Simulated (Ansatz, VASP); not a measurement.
## Mg3ZnS4 in VASP and in Ansatz

POSCAR

```
Mg3ZnS4
1.0
    5.6349098544      0.0000000000      0.0000000000
    0.0000000000      5.6349098544      0.0000000000
    0.0000000000      0.0000000000      5.6349098544
Mg Zn S
3 1 4
Direct
    0.5000000000      0.0000000000      0.5000000000
    0.5000000000      0.5000000000      0.0000000000
    0.0000000000      0.5000000000      0.5000000000
    0.0000000000      0.0000000000      0.0000000000
    0.2440964756      0.7559035244      0.7559035244
    0.2440964756      0.2440964756      0.2440964756
    0.7559035244      0.7559035244      0.2440964756
    0.7559035244      0.2440964756      0.7559035244
```

Contents of INCAR.step1:

```
SYSTEM = Mg3ZnS4
  ALGO = Normal
  EDIFF = 1E-4
  ENCUT = 520
  GGA = PE
  ISMEAR = 0
  LASPH = .TRUE.
  LCHARG = .FALSE.
  LREAL = .FALSE.
  LWAVE = .TRUE.
  NBANDS = 31
  NELM = 100
  PREC = Accurate
  SIGMA = 0.02
```

The input INCAR.step2:

```
SYSTEM = Mg3ZnS4
  ALGO = Normal
  EDIFF = 1E-6
  ENCUT = 520
  ISIF = 2
  ISMEAR = 0
  ISTART = 1
  LASPH = .TRUE.
  LCHARG = .TRUE.
  LELF = .TRUE.
  LMIXTAU = .TRUE.
  LREAL = .FALSE.
  LVHAR = .TRUE.
  LWAVE = .FALSE.
  METAGGA = R2SCAN
  NBANDS = 31
  NELM = 100
  PREC = Accurate
  SIGMA = 0.02
```

KPOINTS

```
k-points
0
G
  4 4 4
  0 0 0
```

Input for Ansatz:

```yaml
crystal:
  lattice:
    - [5.6349098544, 0.0, 0.0]
    - [0.0, 5.6349098544, 0.0]
    - [0.0, 0.0, 5.6349098544]
  atoms:
    - { symbol: Mg, position: [0.5, 0.0, 0.5] }
    - { symbol: Mg, position: [0.5, 0.5, 0.0] }
    - { symbol: Mg, position: [0.0, 0.5, 0.5] }
    - { symbol: Zn, position: [0.0, 0.0, 0.0] }
    - { symbol: S, position: [0.2440964756, 0.7559035244, 0.7559035244] }
    - { symbol: S, position: [0.2440964756, 0.2440964756, 0.2440964756] }
    - { symbol: S, position: [0.7559035244, 0.7559035244, 0.2440964756] }
    - { symbol: S, position: [0.7559035244, 0.2440964756, 0.7559035244] }
basis:
  ecutwfc: 500
kpoints:
  mp_grid: { grid: [4, 4, 4] }
  band_path:
    path:
      - [[0.0, 0.0, 0.0], [0.0, 0.5, 0.0], [0.5, 0.5, 0.0], [0.0, 0.0, 0.0], [0.5, 0.5, 0.5], [0.0, 0.5, 0.0]]
      - [[0.5, 0.5, 0.5], [0.5, 0.5, 0.0]]
    npoints: 14
hamiltonian:
  xc: r2scan
scf:
  occupations: { method: gaussian, width: 0.02 }
  n_extra_bands: 20
output:
  forces: true
  stress: true
  eigenvalues: true
  populations: true
  dos: { projected: true, de: 0.02, nscf_kmesh: { grid: [6, 6, 6] } }
  bader: true
```

Alike in both runs: task single point; functional r2SCAN; k mesh 4 × 4 × 4; occupations gaussian, width 0.02 eV; no spin polarisation.

|  | VASP | Ansatz |
| --- | --- | --- |
| version | VASP 6.6.1 | Ansatz 0.2.0 |
| potentials or method | VASP PAW PBE potentials, release 64 (Mg, Zn, S) | scalar-relativistic, plane waves, PAW |
| plane-wave cutoff (eV) | 520 | 500 |
| valence electrons in the cell | 42 | 66 |

Ansatz gave:

| Property | Result |
| --- | --- |
| gap on the k mesh at the Fermi level (eV) | 3.48 |
| least direct gap on the mesh (eV) | 3.48 |
| pressure (GPa) | -1.3 |
| rms of the force components (eV/Å) | 0.020 |

Q: Which values does VASP return?

A: gap on the k mesh at the Fermi level (eV): 3.48; least direct gap on the mesh (eV): 3.48; pressure (GPa): -1.5; rms of the force components (eV/Å): 0.009.

Atom by atom the forces differ by 0.010 eV/Å (rms over components). The functional is the same, so the differences come from potentials, cutoffs and numerics. The two sets of potentials don't hold the same shells in valence.

Caveats: the PAW data sets were made with another functional, which shifts forces and pressure a little (VASP).
